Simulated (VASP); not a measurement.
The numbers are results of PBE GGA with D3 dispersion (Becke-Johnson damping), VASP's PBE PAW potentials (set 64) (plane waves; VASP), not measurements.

Input for VASP

### INCAR
```
SYSTEM = WS2
PREC = Accurate
ENCUT = 520
EDIFF = 1E-7
NELM = 100
ALGO = Normal
LREAL = .FALSE.
LASPH = .TRUE.
ISMEAR = 0
SIGMA = 0.05
GGA = PE
IVDW = 12
LMAXMIX = 6
LWAVE = .FALSE.
LCHARG = .FALSE.
ISIF = 4
IBRION = 2
NSW = 30
EDIFFG = -0.01
```

File KPOINTS:
```
Automatic mesh
0
Gamma
8 8 2
0 0 0
```

**POSCAR**
```
WS2
1.0
  1.5925517156  -2.7583804628   0.0000000000
  1.5925517156   2.7583804628   0.0000000000
  0.0000000000   0.0000000000  12.2295471431
W S
2 4
direct
  0.3333330000   0.6666670000   0.2500000000
  0.6666670000   0.3333330000   0.7500000000
  0.3333330000   0.6666670000   0.8800405126
  0.6666670000   0.3333330000   0.3800405126
  0.6666670000   0.3333330000   0.1199594874
  0.3333330000   0.6666670000   0.6199594874
```

POTCAR, in this order: W_sv S (PBE.64 set). Program: vasp_std.

The run wrote:

**OSZICAR**
```
       N       E                     dE             d eps       ncg     rms          rms(c)
DAV:   1     0.523359488815E+03    0.52336E+03   -0.28948E+04  1344   0.168E+03
DAV:   2    -0.130595839806E+02   -0.53642E+03   -0.52458E+03  1434   0.448E+02
DAV:   3    -0.491003490199E+02   -0.36041E+02   -0.35255E+02  1589   0.103E+02
DAV:   4    -0.500065439560E+02   -0.90619E+00   -0.90312E+00  1492   0.170E+01
DAV:   5    -0.500324083587E+02   -0.25864E-01   -0.25849E-01  1583   0.286E+00    0.361E+01
DAV:   6    -0.476014999097E+02    0.24309E+01   -0.15847E+01  1443   0.225E+01    0.163E+01
DAV:   7    -0.473483241792E+02    0.25318E+00   -0.43840E+00  1422   0.965E+00    0.640E+00
DAV:   8    -0.472151678445E+02    0.13316E+00   -0.65296E-01  1613   0.476E+00    0.202E+00
DAV:   9    -0.472177837292E+02   -0.26159E-02   -0.69998E-02  1664   0.134E+00    0.100E+00
DAV:  10    -0.472157611039E+02    0.20226E-02   -0.35017E-02  1557   0.114E+00    0.321E-01
DAV:  11    -0.472153432586E+02    0.41785E-03   -0.62555E-03  1492   0.470E-01    0.159E-01
DAV:  12    -0.472152822234E+02    0.61035E-04   -0.28134E-04  1546   0.105E-01    0.746E-02
DAV:  13    -0.472152866098E+02   -0.43864E-05   -0.17093E-04  1555   0.683E-02    0.216E-02
DAV:  14    -0.472152880803E+02   -0.14706E-05   -0.91502E-06  1524   0.178E-02    0.134E-02
DAV:  15    -0.472152881047E+02   -0.24352E-07   -0.70982E-07  1319   0.470E-03
   1 F= -.49753911E+02 E0= -.49753911E+02  d E =-.497539E+02
       N       E                     dE             d eps       ncg     rms          rms(c)
DAV:   1    -0.472307274762E+02   -0.15439E-01   -0.25141E+00  1289   0.666E+00    0.175E+00
DAV:   2    -0.472399194373E+02   -0.91920E-02   -0.13019E-01  1528   0.161E+00    0.646E-01
DAV:   3    -0.472390500834E+02    0.86935E-03   -0.37645E-03  1503   0.365E-01    0.483E-01
DAV:   4    -0.472389433921E+02    0.10669E-03   -0.24936E-03  1631   0.262E-01    0.115E-01
DAV:   5    -0.472388251318E+02    0.11826E-03   -0.79533E-04  1475   0.154E-01    0.361E-02
DAV:   6    -0.472388138531E+02    0.11279E-04   -0.71293E-05  1493   0.416E-02    0.408E-02
DAV:   7    -0.472388142558E+02   -0.40264E-06   -0.66004E-06  1454   0.116E-02    0.180E-02
DAV:   8    -0.472388141506E+02    0.10519E-06   -0.20263E-06  1638   0.738E-03    0.558E-03
DAV:   9    -0.472388143055E+02   -0.15493E-06   -0.10332E-07   956   0.203E-03    0.184E-03
DAV:  10    -0.472388143295E+02   -0.23936E-07   -0.20449E-08   928   0.960E-04
   2 F= -.49776609E+02 E0= -.49776609E+02  d E =-.226983E-01
       N       E                     dE             d eps       ncg     rms          rms(c)
DAV:   1    -0.472388333681E+02   -0.19063E-04   -0.93302E-03  1331   0.408E-01    0.979E-02
DAV:   2    -0.472388644684E+02   -0.31100E-04   -0.47880E-04  1505   0.977E-02    0.394E-02
DAV:   3    -0.472388603961E+02    0.40723E-05   -0.16721E-05  1480   0.244E-02    0.281E-02
DAV:   4    -0.472388592541E+02    0.11420E-05   -0.92774E-06  1632   0.163E-02    0.708E-03
DAV:   5    -0.472388587897E+02    0.46444E-06   -0.26219E-06  1472   0.892E-03    0.191E-03
DAV:   6    -0.472388588294E+02   -0.39707E-07   -0.24868E-07  1109   0.253E-03
   3 F= -.49776704E+02 E0= -.49776704E+02  d E =-.227930E-01
       N       E                     dE             d eps       ncg     rms          rms(c)
DAV:   1    -0.472856108863E+02   -0.46752E-01   -0.19853E+00  1240   0.907E+00    0.167E+00
DAV:   2    -0.472572842399E+02    0.28327E-01   -0.18970E-01  1427   0.255E+00    0.863E-01
DAV:   3    -0.472526057501E+02    0.46785E-02   -0.99776E-03  1446   0.633E-01    0.388E-01
DAV:   4    -0.472500293679E+02    0.25764E-02   -0.11541E-02  1455   0.545E-01    0.214E-01
DAV:   5    -0.472499266877E+02    0.10268E-03   -0.65425E-04  1519   0.157E-01    0.125E-01
DAV:   6    -0.472498846919E+02    0.41996E-04   -0.24179E-04  1614   0.816E-02    0.610E-02
DAV:   7    -0.472498862572E+02   -0.15653E-05   -0.25375E-05  1524   0.290E-02    0.358E-02
DAV:   8    -0.472498871920E+02   -0.93474E-06   -0.50154E-06  1666   0.124E-02    0.208E-02
DAV:   9    -0.472498873378E+02   -0.14585E-06   -0.10724E-06  1491   0.596E-03    0.697E-03
DAV:  10    -0.472498872132E+02    0.12458E-06   -0.21412E-07  1144   0.269E-03    0.441E-03
DAV:  11    -0.472498871552E+02    0.58020E-07   -0.62024E-08   907   0.134E-03
   4 F= -.49786833E+02 E0= -.49786833E+02  d E =-.101288E-01
       N       E                     dE             d eps       ncg     rms          rms(c)
DAV:   1    -0.472720478458E+02   -0.22161E-01   -0.10656E+00  1240   0.664E+00    0.122E+00
DAV:   2    -0.472567353270E+02    0.15313E-01   -0.10241E-01  1435   0.187E+00    0.631E-01
DAV:   3    -0.472542018846E+02    0.25334E-02   -0.53548E-03  1439   0.465E-01    0.281E-01
DAV:   4    -0.472528167522E+02    0.13851E-02   -0.60157E-03  1455   0.395E-01    0.155E-01
DAV:   5    -0.472527659843E+02    0.50768E-04   -0.34504E-04  1505   0.115E-01    0.890E-02
DAV:   6    -0.472527461202E+02    0.19864E-04   -0.12113E-04  1628   0.583E-02    0.424E-02
DAV:   7    -0.472527470774E+02   -0.95720E-06   -0.14104E-05  1548   0.215E-02    0.254E-02
DAV:   8    -0.472527475613E+02   -0.48386E-06   -0.26787E-06  1650   0.919E-03    0.150E-02
DAV:   9    -0.472527476230E+02   -0.61702E-07   -0.58774E-07  1466   0.446E-03
   5 F= -.49789085E+02 E0= -.49789085E+02  d E =-.123808E-01
```

**OUTCAR**
```
------------------------ aborting loop because EDIFF is reached ----------------------------------------
 Edisp (eV)   -2.53634
  FORCE on cell =-STRESS in cart. coord.  units (eV):
  Direction    XX          YY          ZZ          XY          YZ          ZX
  --------------------------------------------------------------------------------------
  Total      -0.79764    -0.79764    -0.74925     0.00000     0.00000    -0.00000
  in kB     -11.89401   -11.89401   -11.17240     0.00000     0.00000    -0.00000
  external pressure =      -11.65 kB  Pullay stress =        0.00 kB
  volume of cell :      107.45
      direct lattice vectors                 reciprocal lattice vectors
     1.582458169 -2.740897931 -0.000000000     0.315964118 -0.182421970  0.000000000
     1.582458169  2.740897931  0.000000000     0.315964118  0.182421970  0.000000000
    -0.000000000  0.000000000 12.386054485     0.000000000 -0.000000000  0.080735960
 POSITION                                       TOTAL-FORCE (eV/Angst)
 -----------------------------------------------------------------------------------
      1.58246      0.91363      3.09651        -0.000000     -0.000000      0.000000
      1.58246     -0.91363      9.28954        -0.000000      0.000000      0.000000
      1.58246      0.91363     10.86281         0.000000      0.000000      0.007917
      1.58246     -0.91363      4.66979         0.000000     -0.000000      0.007917
      1.58246     -0.91363      1.52324         0.000000     -0.000000     -0.007917
      1.58246      0.91363      7.71627         0.000000      0.000000     -0.007917
 -----------------------------------------------------------------------------------
    total drift:                                0.000000      0.001150     -0.000033
  FREE ENERGIE OF THE ION-ELECTRON SYSTEM (eV)
  ---------------------------------------------------
  free  energy   TOTEN  =       -49.7890850194 eV

  energy  without entropy=      -49.7890850194  energy(sigma->0) =      -49.78908502

 reached required accuracy - stopping structural energy minimisation
```
(Selected blocks of OUTCAR.)

File CONTCAR:
```
WS2
   1.00000000000000
     1.5824581694880659   -2.7408979311113439   -0.0000000000000000
     1.5824581694880659    2.7408979311113439    0.0000000000000000
    -0.0000000000000000    0.0000000000000000   12.3860544849202796
  W               S
     2     4
Direct
     0.3333330000000032    0.6666669999999968    0.2500000000000000
     0.6666669999999968    0.3333330000000032    0.7500000000000000
     0.3333330000000032    0.6666669999999968    0.8770196872152951
     0.6666669999999968    0.3333330000000032    0.3770196872152950
     0.6666669999999968    0.3333330000000032    0.1229803127847050
     0.3333330000000032    0.6666669999999968    0.6229803127847049
```

### OUTCAR
```
 val. band max:        7.3317510679   @ k =   0.0000   0.0000   0.0000

 cond. band min:       8.4956641272   @ k =   0.2500   0.1250   0.0000


 Fermi energy:         7.5950269506

 k-point     1 :       0.0000    0.0000    0.0000
  band No.  band energies     occupation
      1     -67.2744      2.00000
      2     -67.2744      2.00000
      3     -31.5224      2.00000
      4     -31.5223      2.00000
      5     -31.3557      2.00000
      6     -31.3557      2.00000
      7     -31.3557      2.00000
      8     -31.3557      2.00000
      9      -8.2093      2.00000
     10      -7.9869      2.00000
     11      -6.6881      2.00000
     12      -6.2691      2.00000
     13      -0.2321      2.00000
     14       0.7815      2.00000
     15       3.5602      2.00000
     16       3.8951      2.00000
     17       3.8951      2.00000
     18       3.9088      2.00000
     19       3.9088      2.00000
     20       5.1142      2.00000
     21       5.1143      2.00000
     22       5.1653      2.00000
     23       5.1654      2.00000
     24       5.8121      2.00000
     25       6.1682      2.00000
     26       7.3318      2.00000
     27       9.6365      0.00000
     28       9.6372      0.00000
     29       9.6473      0.00000
     30       9.6482      0.00000
     31       9.6889      0.00000

 k-point     2 :       0.1250    0.0000    0.0000
  band No.  band energies     occupation
      1     -67.2718      2.00000
      2     -67.2718      2.00000
      3     -31.5129      2.00000
      4     -31.5129      2.00000
      5     -31.4083      2.00000
      6     -31.4083      2.00000
      7     -31.3679      2.00000
      8     -31.3679      2.00000
      9      -7.9506      2.00000
     10      -7.7288      2.00000
     11      -6.5769      2.00000
     12      -6.1857      2.00000
     13       0.0760      2.00000
     14       1.0849      2.00000
     15       3.1935      2.00000
     16       3.2542      2.00000
     17       3.2900      2.00000
...
```

Unless said otherwise, spin-orbit coupling is left out, though it shifts the bands of the heavy elements here.

The compound is WS2 in the 2H layered structure. This cell is one point of a volume scan, at 1.03 of the reference volume. Symmetry was kept, so distortions that lower it aren't found.
